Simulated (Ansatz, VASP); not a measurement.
# Two plane-wave programs on MgRe3

INCAR

```
PREC = Accurate
ENCUT = 520
EDIFF = 1E-7
ISMEAR = -1
SIGMA = 0.05
LREAL = F
LASPH = T
NELM = 80
ALGO = Normal
ISIF = 2
LWAVE = F
LCHARG = F
GGA = PE
NBANDS = 20
```

The input KPOINTS:

```
regular mesh
0
Gamma
  7 7 7
```

The input POSCAR:

```
MgRe3
1.0
    0.0000000000      3.1756126846      3.1756126846
    3.1756126846      0.0000000000      3.1756126846
    3.1756126846      3.1756126846      0.0000000000
Re Mg
3 1
Direct
    0.7500000000      0.7500000000      0.7500000000
    0.5000000000      0.5000000000      0.5000000000
    0.2500000000      0.2500000000      0.2500000000
    0.0000000000      0.0000000000      0.0000000000
```

Contents of input.yaml:

```yaml
crystal:
  lattice:
    - [0.0, 3.1756126846, 3.1756126846]
    - [3.1756126846, 0.0, 3.1756126846]
    - [3.1756126846, 3.1756126846, 0.0]
  atoms:
    - { symbol: Re, position: [0.75, 0.75, 0.75] }
    - { symbol: Re, position: [0.5, 0.5, 0.5] }
    - { symbol: Re, position: [0.25, 0.25, 0.25] }
    - { symbol: Mg, position: [0.0, 0.0, 0.0] }
hamiltonian:
  xc: pbe
  pseudopotentials: { kind: paw }
kpoints:
  mp_grid: { grid: [7, 7, 7] }
scf:
  occupations: { method: fermi_dirac, width: 0.05 }
output:
  forces: true
  stress: true
  eigenvalues: true
```

Change from the starting cell: volume scaled by 1.06.

Alike in both runs: task single point; functional PBE; k mesh 7 × 7 × 7; occupations fermi-dirac, width 0.05 eV; no spin polarisation.

```csv
,VASP,Ansatz
version,VASP 6.6.1,Ansatz 0.2.0
potentials or method,"VASP PAW PBE potentials, release 64 (Re, Mg)",Ansatz PAW
plane-wave cutoff (eV),520,420
valence electrons in the cell,23,55
```

```csv
,VASP,Ansatz,Ansatz less VASP
gap on the k mesh at the Fermi level (eV),none,none,-
pressure (GPa),-14.3,-13.6,+0.69
```

A gap of «none» marks a metal or a gap that the smearing closes. With one functional, cell and mesh, what is left measures potentials, basis and numerics. The two sets of potentials don't hold the same shells in valence.

The runs have no spin-orbit coupling, so splittings on Re are missing.
